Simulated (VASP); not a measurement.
## H4C: single point with r2SCAN+D3(BJ)

The system is H4C.

```
C H
1.0
     8.68543    0.00000    0.00000
     0.00000    8.68543    0.00000
     0.00000    0.00000    8.68543
C H
8 32
Direct
  0.38965 0.27277 0.97235
  0.77607 0.13137 0.33941
  0.00836 0.84843 0.20819
  0.99218 0.58632 0.67073
  0.65169 0.44995 0.52296
  0.01659 0.30970 0.94987
  0.73782 0.93598 0.80630
  0.28209 0.06775 0.29754
  0.39859 0.39255 0.99570
  0.29138 0.22373 0.03120
  0.48829 0.21999 0.02021
  0.37690 0.26658 0.84270
  0.72998 0.11180 0.22107
  0.68685 0.07232 0.41099
  0.76625 0.24979 0.37218
  0.88916 0.08147 0.37442
  0.08423 0.82276 0.30477
  0.89055 0.83249 0.24253
  0.02825 0.78908 0.10113
  0.01792 0.97331 0.17222
  0.11422 0.56878 0.65869
  0.94152 0.62104 0.55587
  0.96764 0.67810 0.76123
  0.93756 0.48238 0.70435
  0.74725 0.37469 0.52935
  0.63250 0.48619 0.40419
  0.66719 0.54534 0.59749
  0.54717 0.38524 0.54363
  0.99130 0.30182 0.82656
  0.06174 0.19468 0.98050
  0.90664 0.33248 0.00895
  0.10475 0.39225 0.97314
  0.62399 0.99349 0.80256
  0.82547 0.00741 0.85662
  0.76062 0.90569 0.68579
  0.73668 0.82911 0.87339
  0.36025 0.15206 0.34708
  0.22514 0.99222 0.38327
  0.35720 0.99049 0.22752
  0.19694 0.11914 0.22618
```

The cell was built by a generator and needn't be a form met in nature.

* Program: VASP 6.6.1
* Task: single point
* Functional: r2SCAN
* Dispersion: D3(BJ)
* Potentials or basis: VASP PAW PBE potentials, release 64 (C, H)
* Cutoff: 520 eV
* k mesh: 1 × 1 × 1
* Occupations: fermi-dirac, width 0.02 eV
* Spin: no spin polarisation

* Pressure: 0.0 GPa
* Largest force: 2.244 eV/Å
* Band gap on the k mesh: 7.78 eV, direct
* Dispersion energy per atom: -0.010 eV

Forces in eV/Å, atoms in the order of the input:
```
C   -0.844 -0.003 -1.498
C   -1.132 -1.374  0.546
C   -0.189  1.824 -0.636
C   -0.844  2.031 -0.448
C   -1.181 -0.188 -1.097
C   -0.856 -1.382 -0.330
C   -0.853 -0.513 -0.533
C    1.179 -1.504  0.387
H   -0.118  1.028  0.438
H   -0.069  0.127 -0.229
H    1.157 -0.678 -0.107
H    0.299 -0.463  1.318
H    1.097  0.126  0.505
H    0.552  0.229 -0.139
H    0.249  0.409 -0.311
H   -0.780  0.412 -0.818
H    0.058 -0.163 -0.467
H   -0.496 -0.227  0.131
H    0.365 -0.782 -0.011
H   -0.018 -1.157  0.698
H    0.440 -0.019  0.010
H    0.547 -0.114  1.123
H    0.310 -0.960 -1.100
H   -0.354 -0.692  0.277
H    0.762 -0.440  0.172
H    0.504  0.327 -0.057
H   -0.138  0.748  0.596
H   -0.175 -0.137  0.681
H    0.191  0.182  0.202
H   -0.374  0.435  0.154
H    0.530  0.002  0.003
H    0.181  0.612  0.077
H    0.531 -0.254  0.489
H    0.287  0.516 -0.109
H    0.396  0.115  0.272
H   -0.370  0.157 -0.100
H   -0.238  0.149  0.274
H    0.443  0.758 -0.171
H   -0.591  0.415  0.185
H   -0.459  0.446 -0.376
```

Stress tensor (GPa, compression positive):
```
 0.43  0.19 -0.45
 0.19  0.71  0.40
-0.45  0.40 -1.07
```

Levels at points of the mesh, in eV from the valence-band top:
```tsv
k point	band 29	band 30	band 31	band 32	band 33	band 34	band 35	band 36
(0.00, 0.00, 0.00)	-0.36	-0.28	-0.14	0.00	7.78	9.65	9.67	9.78
```

It took 5.2 min on 1 thread of Intel(R) Xeon(R) 6975P-C (Granite Rapids), with other jobs on the host, peak memory 0.76 GiB.

Caveat: the PAW data sets were made with another functional, which shifts forces and pressure a little. r2SCAN opens gaps a little over a GGA but as a rule still falls short of measured ones.
